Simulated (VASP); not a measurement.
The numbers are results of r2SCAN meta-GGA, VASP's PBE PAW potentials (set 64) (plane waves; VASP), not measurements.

VASP ran on this input.

**KPOINTS**
```
kpoints
0
Gamma
7 7 7
```

File POSCAR:
```
GaSb
1.0
  0.0000000000   3.0635876913   3.0635876913
  3.0635876913   0.0000000000   3.0635876913
  3.0635876913   3.0635876913   0.0000000000
Ga Sb
1 1
Direct
  0.0000000000   0.0000000000   0.0000000000
  0.2500000000   0.2500000000   0.2500000000
```

### INCAR
```
# general
SYSTEM   =  GaSb
PREC     =  Accurate
ENCUT    =  400
LREAL    =  .False.
LASPH    =  .True.

# electronic loop
EDIFF    =  1E-8
NELM     =  100
ALGO     =  Normal
LMAXMIX  =  4
LMIXTAU  =  .True.

# smearing
ISMEAR   =  0
SIGMA    =  0.05

# functional
METAGGA  =  R2SCAN

# ions
IBRION   =  1
NSW      =  30
ISIF     =  2
EDIFFG   =  -0.001

# output
LWAVE    =  .False.
LCHARG   =  .False.
```

POTCAR, in this order: Ga_d Sb (PBE.64 set). Program: vasp_std.

Output of the run:

File OSZICAR:
```
       N       E                     dE             d eps       ncg     rms          rms(c)
DAV:   1     0.422429254882E+02    0.42243E+02   -0.82107E+03   528   0.156E+03
DAV:   2    -0.341846169937E+02   -0.76428E+02   -0.73152E+02   590   0.284E+02
DAV:   3    -0.393328448648E+02   -0.51482E+01   -0.51309E+01   635   0.693E+01
DAV:   4    -0.394235779153E+02   -0.90733E-01   -0.90707E-01   608   0.104E+01
DAV:   5    -0.394259727725E+02   -0.23949E-02   -0.23948E-02   664   0.149E+00    0.291E+00
DAV:   6    -0.375471778942E+02    0.18788E+01   -0.40931E-01   570   0.113E+01    0.201E+00
DAV:   7    -0.376624683481E+02   -0.11529E+00   -0.38618E-01   590   0.800E+00    0.638E-01
DAV:   8    -0.375768962952E+02    0.85572E-01   -0.23775E-01   550   0.548E+00    0.194E-01
DAV:   9    -0.375874051388E+02   -0.10509E-01   -0.13769E-02   600   0.112E+00    0.237E-01
DAV:  10    -0.375886559799E+02   -0.12508E-02   -0.46263E-03   540   0.751E-01    0.515E-01
DAV:  11    -0.375922104192E+02   -0.35544E-02   -0.19334E-02   525   0.121E+00    0.605E-02
DAV:  12    -0.375894916569E+02    0.27188E-02   -0.21312E-03   540   0.405E-01    0.593E-02
DAV:  13    -0.375914334144E+02   -0.19418E-02   -0.58302E-04   530   0.241E-01    0.448E-02
DAV:  14    -0.375922252836E+02   -0.79187E-03   -0.86783E-04   530   0.244E-01    0.291E-02
DAV:  15    -0.375922451072E+02   -0.19824E-04   -0.74712E-05   689   0.854E-02    0.954E-03
DAV:  16    -0.375923322049E+02   -0.87098E-04   -0.72588E-05   525   0.727E-02    0.236E-03
DAV:  17    -0.375923421971E+02   -0.99922E-05   -0.63214E-06   667   0.361E-02    0.111E-03
DAV:  18    -0.375923408149E+02    0.13822E-05   -0.74346E-07   520   0.119E-02    0.990E-04
DAV:  19    -0.375923425170E+02   -0.17020E-05   -0.14608E-07   545   0.440E-03    0.471E-04
DAV:  20    -0.375923421563E+02    0.36065E-06   -0.67471E-08   550   0.257E-03    0.217E-04
DAV:  21    -0.375923422590E+02   -0.10269E-06   -0.14721E-08   390   0.133E-03    0.187E-04
DAV:  22    -0.375923421549E+02    0.10410E-06   -0.25666E-09   260   0.767E-04    0.827E-05
DAV:  23    -0.375923421910E+02   -0.36123E-07   -0.41151E-09   275   0.480E-04    0.314E-05
DAV:  24    -0.375923421770E+02    0.14066E-07   -0.31010E-10   260   0.138E-04    0.157E-05
DAV:  25    -0.375923421839E+02   -0.69413E-08   -0.56998E-11   260   0.734E-05
   1 F= -.37592342E+02 E0= -.37592342E+02  d E =-.375923E+02
```

File OUTCAR:
```
------------------------ aborting loop because EDIFF is reached ----------------------------------------
  FORCE on cell =-STRESS in cart. coord.  units (eV):
  Direction    XX          YY          ZZ          XY          YZ          ZX
  --------------------------------------------------------------------------------------
  Total        0.0098402      0.0098402      0.0098402     -0.0000000      0.0000000     -0.0000000
  in kB        0.2741537      0.2741537      0.2741537     -0.0000000      0.0000000     -0.0000000
  external PRESSURE =       0.2741537 kB  Pullay stress =       0.0000000 kB
  volume of cell :       57.51
      direct lattice vectors                 reciprocal lattice vectors
     0.000000000  3.063587691  3.063587691    -0.163207341  0.163207341  0.163207341
     3.063587691  0.000000000  3.063587691     0.163207341 -0.163207341  0.163207341
     3.063587691  3.063587691  0.000000000     0.163207341  0.163207341 -0.163207341
  FREE ENERGIE OF THE ION-ELECTRON SYSTEM (eV)
  ---------------------------------------------------
  free  energy   TOTEN  =       -37.5923421839 eV

  energy  without entropy=      -37.5923421839  energy(sigma->0) =      -37.59234218

 reached required accuracy - stopping structural energy minimisation
```
(Selected blocks of OUTCAR.)

OUTCAR:
```
 val. band max:        4.6414388787   @ k =   0.0000   0.0000   0.0000

 cond. band min:       5.0563936359   @ k =   0.0000   0.0000   0.0000


 Fermi energy:         4.8465806966

 k-point     1 :       0.0000    0.0000    0.0000
  band No.  band energies     occupation
      1     -10.8506      2.00000
      2     -10.8506      2.00000
      3     -10.8505      2.00000
      4     -10.7943      2.00000
      5     -10.7943      2.00000
      6      -7.2577      2.00000
      7       4.6414      2.00000
      8       4.6414      2.00000
      9       4.6414      2.00000
     10       5.0564      0.00000
     11       7.6226      0.00000
     12       7.6227      0.00000
     13       7.6227      0.00000

 k-point     2 :       0.1429    0.0000    0.0000
  band No.  band energies     occupation
      1     -10.8562      2.00000
      2     -10.8481      2.00000
      3     -10.8480      2.00000
      4     -10.7946      2.00000
      5     -10.7945      2.00000
      6      -7.0390      2.00000
      7       2.3579      2.00000
      8       4.3135      2.00000
      9       4.3135      2.00000
     10       5.9536      0.00000
     11       8.0712      0.00000
     12       8.0713      0.00000
     13       8.5957      0.00000

 k-point     3 :       0.2857    0.0000    0.0000
  band No.  band energies     occupation
      1     -10.8689      2.00000
      2     -10.8430      2.00000
      3     -10.8429      2.00000
      4     -10.7949      2.00000
      5     -10.7949      2.00000
      6      -6.4296      2.00000
      7      -0.0010      2.00000
      8       3.7907      2.00000
      9       3.7907      2.00000
     10       5.6230      0.00000
     11       8.6135      0.00000
     12       8.6136      0.00000
     13      10.8519      0.00000

 k-point     4 :       0.4286    0.0000    0.0000
  band No.  band energies     occupation
      1     -10.8785      2.00000
      2     -10.8394      2.00000
      3     -10.8393      2.00000
...
```

Unless said otherwise, spin-orbit coupling is left out, though it shifts the bands of the heavy elements here.

The compound is GaSb in the zinc blende structure. It was relaxed first. The start is the result of an earlier pass.
